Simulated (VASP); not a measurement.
All values below come from MS2 meta-GGA, VASP's PBE PAW potentials (set 64) (plane waves; VASP).

VASP input:

**KPOINTS**
```
Automatic mesh
0
Gamma
8 8 8
0 0 0
```

### KPOINTS_OPT
```
k-points along high-symmetry lines
10
Line-mode
Reciprocal
  0.000000   0.000000   0.000000 ! GAMMA
 -0.500000  -0.500000   0.000000 ! X

 -0.500000  -0.500000   0.000000 ! X
 -0.375000  -0.375000   0.250000 ! U

 -0.375000  -0.000000   0.375000 ! K
  0.000000   0.000000   0.000000 ! GAMMA

  0.000000   0.000000   0.000000 ! GAMMA
 -0.000000  -0.000000   0.500000 ! L

 -0.000000  -0.000000   0.500000 ! L
 -0.500000  -0.250000   0.250000 ! W

 -0.500000  -0.250000   0.250000 ! W
 -0.500000  -0.500000   0.000000 ! X
```

INCAR:
```
SYSTEM = GaSb
LORBIT = 11   # lm-projected
ISMEAR = -5   # tetrahedra, Bloechl
NEDOS = 601   # DOS grid
NELM = 100   # most electronic steps
LWAVE = .FALSE.
PREC = Accurate
METAGGA = MS2
ENCUT = 520   # plane-wave cut-off (eV)
ISIF = 2
EDIFF = 1E-7   # SCF stop (eV)
LCHARG = .FALSE.
LASPH = .TRUE.
ALGO = Normal
LREAL = .FALSE.   # projection in real space or not
LMIXTAU = .TRUE.
LMAXMIX = 4
```

### POSCAR
```
GaSb
3.0544410
  0.0000000000   1.0000001206   1.0000001206
  1.0000001206   0.0000000000   1.0000001206
  1.0000001206   1.0000001206   0.0000000000
Ga Sb
1 1
direct
  0.0000000000   0.0000000000   0.0000000000
  0.2500000000   0.2500000000   0.2500000000
```

POTCAR, in this order: Ga_d Sb (PBE.64 set). Program: vasp_std.

The run wrote:

File OSZICAR:
```
       N       E                     dE             d eps       ncg     rms          rms(c)
DAV:   1     0.702274353425E+02    0.70227E+02   -0.81960E+03   754   0.157E+03
DAV:   2    -0.667554456303E+01   -0.76903E+02   -0.75067E+02   829   0.296E+02
DAV:   3    -0.115418310917E+02   -0.48663E+01   -0.48454E+01   919   0.668E+01
DAV:   4    -0.116174495267E+02   -0.75618E-01   -0.75567E-01   895   0.967E+00
DAV:   5    -0.116192515016E+02   -0.18020E-02   -0.18019E-02   895   0.132E+00    0.571E+00
DAV:   6    -0.485069563444E+01    0.67686E+01   -0.45718E+00   799   0.325E+01    0.263E+00
DAV:   7    -0.489264342701E+01   -0.41948E-01   -0.55929E-01   754   0.993E+00    0.123E+00
DAV:   8    -0.449634704643E+01    0.39630E+00   -0.90193E-01   754   0.108E+01    0.645E-01
DAV:   9    -0.477193488336E+01   -0.27559E+00   -0.13923E-01   784   0.472E+00    0.411E-01
DAV:  10    -0.460836878053E+01    0.16357E+00   -0.54709E-02   774   0.312E+00    0.478E-01
DAV:  11    -0.480490597803E+01   -0.19654E+00   -0.82447E-02   754   0.389E+00    0.205E-01
DAV:  12    -0.482769167897E+01   -0.22786E-01   -0.41963E-02   779   0.268E+00    0.167E-01
DAV:  13    -0.483054985886E+01   -0.28582E-02   -0.57521E-03   864   0.838E-01    0.130E-01
DAV:  14    -0.483145344142E+01   -0.90358E-03   -0.98913E-04   864   0.344E-01    0.934E-02
DAV:  15    -0.483047672474E+01    0.97672E-03   -0.12076E-03   778   0.575E-01    0.672E-02
DAV:  16    -0.483163231407E+01   -0.11556E-02   -0.85993E-04   754   0.359E-01    0.875E-02
DAV:  17    -0.483239590365E+01   -0.76359E-03   -0.27478E-03   874   0.744E-01    0.444E-02
DAV:  18    -0.483241127365E+01   -0.15370E-04   -0.67473E-05   814   0.822E-02    0.409E-02
DAV:  19    -0.483241326584E+01   -0.19922E-05   -0.12311E-06  1158   0.106E-02    0.410E-02
DAV:  20    -0.483244544908E+01   -0.32183E-04   -0.16601E-06   819   0.138E-02    0.401E-02
DAV:  21    -0.483278616029E+01   -0.34071E-03   -0.10613E-04   769   0.109E-01    0.111E-02
DAV:  22    -0.483290172595E+01   -0.11557E-03   -0.18998E-05   973   0.479E-02    0.130E-02
DAV:  23    -0.483276238456E+01    0.13934E-03   -0.17093E-05   779   0.415E-02    0.733E-03
DAV:  24    -0.483262335815E+01    0.13903E-03   -0.11916E-05   799   0.420E-02    0.332E-03
DAV:  25    -0.483258406769E+01    0.39290E-04   -0.22409E-06   794   0.241E-02    0.235E-03
DAV:  26    -0.483256371889E+01    0.20349E-04   -0.52401E-07   789   0.113E-02    0.242E-03
DAV:  27    -0.483250858571E+01    0.55133E-04   -0.89142E-07   839   0.133E-02    0.310E-03
DAV:  28    -0.483250293005E+01    0.56557E-05   -0.12303E-07   540   0.437E-03    0.324E-03
DAV:  29    -0.483250511473E+01   -0.21847E-05   -0.84125E-08   462   0.344E-03    0.232E-03
DAV:  30    -0.483253573265E+01   -0.30618E-04   -0.37146E-07   799   0.925E-03    0.726E-04
DAV:  31    -0.483254575428E+01   -0.10022E-04   -0.42522E-08   377   0.329E-03    0.279E-04
DAV:  32    -0.483254558880E+01    0.16548E-06   -0.73470E-09   377   0.112E-03    0.193E-04
DAV:  33    -0.483254659888E+01   -0.10101E-05   -0.19417E-09   377   0.845E-04    0.127E-04
DAV:  34    -0.483254947699E+01   -0.28781E-05   -0.41883E-09   377   0.111E-03    0.328E-05
DAV:  35    -0.483255005397E+01   -0.57698E-06   -0.89697E-10   377   0.401E-04    0.215E-05
DAV:  36    -0.483255015806E+01   -0.10410E-06   -0.12781E-10   377   0.138E-04    0.191E-05
DAV:  37    -0.483255017828E+01   -0.20217E-07   -0.28219E-11   377   0.750E-05
   1 F= -.48325502E+01 E0= -.48325502E+01  d E =0.000000E+00
       N       E                     dE             ncg
       N       E                     dE             ncg
       N       E                     dE             ncg
```

### OUTCAR
```
------------------------ aborting loop because EDIFF is reached ----------------------------------------
  FORCE on cell =-STRESS in cart. coord.  units (eV):
  Direction    XX          YY          ZZ          XY          YZ          ZX
  --------------------------------------------------------------------------------------
  Total        0.0068762      0.0068762      0.0068762     -0.0000000      0.0000000     -0.0000000
  in kB        0.1932997      0.1932997      0.1932997     -0.0000000      0.0000000     -0.0000000
  external PRESSURE =       0.1932997 kB  Pullay stress =       0.0000000 kB
  volume of cell :       56.99
      direct lattice vectors                 reciprocal lattice vectors
     0.000000000  3.054441369  3.054441369    -0.163696054  0.163696054  0.163696054
     3.054441369  0.000000000  3.054441369     0.163696054 -0.163696054  0.163696054
     3.054441369  3.054441369  0.000000000     0.163696054  0.163696054 -0.163696054
  FREE ENERGIE OF THE ION-ELECTRON SYSTEM (eV)
  ---------------------------------------------------
  free  energy   TOTEN  =        -4.8325501783 eV

  energy  without entropy=       -4.8325501783  energy(sigma->0) =       -4.83255018

 total charge

# of ion       s       p       d       tot
------------------------------------------
    1        0.890   0.777   9.969  11.636
    2        1.126   1.361   0.030   2.517
--------------------------------------------------
tot          2.016   2.138   9.999  14.154
```
(Selected blocks of OUTCAR.)

The compound is GaSb in the zinc blende structure. It was relaxed first.
